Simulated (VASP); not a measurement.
Consider the following.

```
Nb3VN4
1.0
    4.31913     0.00000     0.00000
    0.00000     4.31913     0.00000
    0.00000     0.00000     4.31913
V N Nb
1 4 3
Direct
  0.00000   0.00000   0.00000
  0.50000   0.50000   0.50000
  0.00000   0.00000   0.50000
  0.00000   0.50000   0.00000
  0.50000   0.00000   0.00000
  0.50000   0.50000   0.00000
  0.50000   0.00000   0.50000
  0.00000   0.50000   0.50000
```

All values below come from PBEsol GGA, VASP's PBE PAW potentials (set 64) (plane waves; VASP). Settings: 520 eV cut-off, 10×10×10 Γ-centred mesh, tetrahedra with Blöchl corrections, potentials V_sv N Nb_sv.

### Question
What does the run give for the energy per atom (σ→0), band gap (on the k-mesh) with the smallest direct gap where there is one?

### Answer

```
Property                                                    Result
------------------------  ----------------------------------------
band gap (on the k-mesh)  none (metal, semimetal or under 0.01 eV)
energy per atom (σ→0)                              -10.759 eV/atom
```

Only differences to runs with the same potentials and settings are physical.

The structure was generated: Nb3VN4 was put into an ordered model structure (Pm-3m), which need not be its known phase. It was relaxed first. The run is not spin-polarised, so no magnetic state was tried.
